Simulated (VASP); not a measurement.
Computed with PW91 GGA, VASP's PBE PAW potentials (set 64) (plane waves; VASP).

VASP input:

**POSCAR**
```
ZnSe
1
   -0.0000000000     2.8694369940     2.8694369940
    2.8694369940    -0.0000000000     2.8694369940
    2.8694369940     2.8694369940    -0.0000000000
Zn Se
1 1
Direct
  1.0000000000   0.0000000000   1.0000000000
  0.2500000000   0.2500000000   0.2500000000
```

**INCAR**
```
SYSTEM = ZnSe
PREC = Accurate
ENCUT = 520
EDIFF = 1E-6
NELM = 100
ALGO = Normal
LREAL = .FALSE.
LASPH = .TRUE.
ISMEAR = 0
SIGMA = 0.05
GGA = 91
LMAXMIX = 4
LWAVE = .FALSE.
LCHARG = .FALSE.
IBRION = 2
ISIF = 3
NSW = 60
EDIFFG = -0.01
```

### KPOINTS
```
Automatic mesh
0
Gamma
7 7 7
0 0 0
```

POTCAR, in this order: Zn Se (PBE.64 set). Program: vasp_std.

Output

**OSZICAR**
```
       N       E                     dE             d eps       ncg     rms          rms(c)
DAV:   1     0.858154573582E+02    0.85815E+02   -0.89766E+03   520   0.156E+03
DAV:   2    -0.907349065967E+00   -0.86723E+02   -0.83431E+02   571   0.271E+02
DAV:   3    -0.631875813100E+01   -0.54114E+01   -0.53868E+01   635   0.691E+01
DAV:   4    -0.637033019870E+01   -0.51572E-01   -0.51561E-01   560   0.712E+00
DAV:   5    -0.637062721145E+01   -0.29701E-03   -0.29701E-03   645   0.512E-01    0.461E+00
DAV:   6    -0.609234813556E+01    0.27828E+00   -0.71784E-01   732   0.288E+01    0.351E+00
DAV:   7    -0.607596408647E+01    0.16384E-01   -0.18477E-01   570   0.435E+00    0.149E+00
DAV:   8    -0.607578274639E+01    0.18134E-03   -0.39037E-03   600   0.635E-01    0.448E-01
DAV:   9    -0.607596313035E+01   -0.18038E-03   -0.95676E-04   575   0.283E-01    0.690E-02
DAV:  10    -0.607604079992E+01   -0.77670E-04   -0.12127E-04   578   0.110E-01    0.159E-02
DAV:  11    -0.607605228170E+01   -0.11482E-04   -0.23445E-05   593   0.524E-02    0.495E-03
DAV:  12    -0.607605342034E+01   -0.11386E-05   -0.34238E-06   572   0.184E-02    0.380E-03
DAV:  13    -0.607605341665E+01    0.36946E-08   -0.55916E-07   390   0.812E-03
   1 F= -.60760534E+01 E0= -.60760534E+01  d E =-.607605E+01
       N       E                     dE             d eps       ncg     rms          rms(c)
DAV:   1    -0.607647924121E+01   -0.42582E-03   -0.54915E-03   620   0.155E+00    0.143E-01
DAV:   2    -0.607612413917E+01    0.35510E-03   -0.13034E-03   615   0.993E-01    0.521E-02
DAV:   3    -0.607608212017E+01    0.42019E-04   -0.44979E-05   550   0.611E-02    0.248E-02
DAV:   4    -0.607607243778E+01    0.96824E-05   -0.62017E-06   590   0.298E-02    0.982E-03
DAV:   5    -0.607607123850E+01    0.11993E-05   -0.10770E-06   280   0.239E-02    0.915E-04
DAV:   6    -0.607607130281E+01   -0.64315E-07   -0.87341E-07   260   0.150E-02
   2 F= -.60760713E+01 E0= -.60760713E+01  d E =-.178862E-04
```

OUTCAR:
```
------------------------ aborting loop because EDIFF is reached ----------------------------------------
  FORCE on cell =-STRESS in cart. coord.  units (eV):
  Direction    XX          YY          ZZ          XY          YZ          ZX
  --------------------------------------------------------------------------------------
  Total       -0.0052726     -0.0052726     -0.0052726     -0.0000000     -0.0000000     -0.0000000
  in kB       -0.1790410     -0.1790410     -0.1790410     -0.0000000     -0.0000000     -0.0000000
  external PRESSURE =      -0.1790410 kB  Pullay stress =       0.0000000 kB
  volume of cell :       47.18
      direct lattice vectors                 reciprocal lattice vectors
     0.000000000  2.868025875  2.868025875    -0.174335945  0.174335945  0.174335945
     2.868025875  0.000000000  2.868025875     0.174335945 -0.174335945  0.174335945
     2.868025875  2.868025875  0.000000000     0.174335945  0.174335945 -0.174335945
  FREE ENERGIE OF THE ION-ELECTRON SYSTEM (eV)
  ---------------------------------------------------
  free  energy   TOTEN  =        -6.0760713028 eV

  energy  without entropy=       -6.0760713028  energy(sigma->0) =       -6.07607130

 reached required accuracy - stopping structural energy minimisation
```
(Selected blocks of OUTCAR.)

### CONTCAR
```
ZnSe
   1.00000000000000
     0.0000000000000000    2.8680258745706029    2.8680258745706029
     2.8680258745706029    0.0000000000000000    2.8680258745706029
     2.8680258745706029    2.8680258745706029    0.0000000000000000
  Zn              Se
     1     1
Direct
     0.0000000000000000    1.0000000000000000    1.0000000000000000
     0.2500000000000000    0.2500000000000000    0.2500000000000000
```

The compound is ZnSe in the zinc blende structure. This run relaxes it. Symmetry was kept, so distortions that lower it aren't found. The start is the result of an earlier pass.
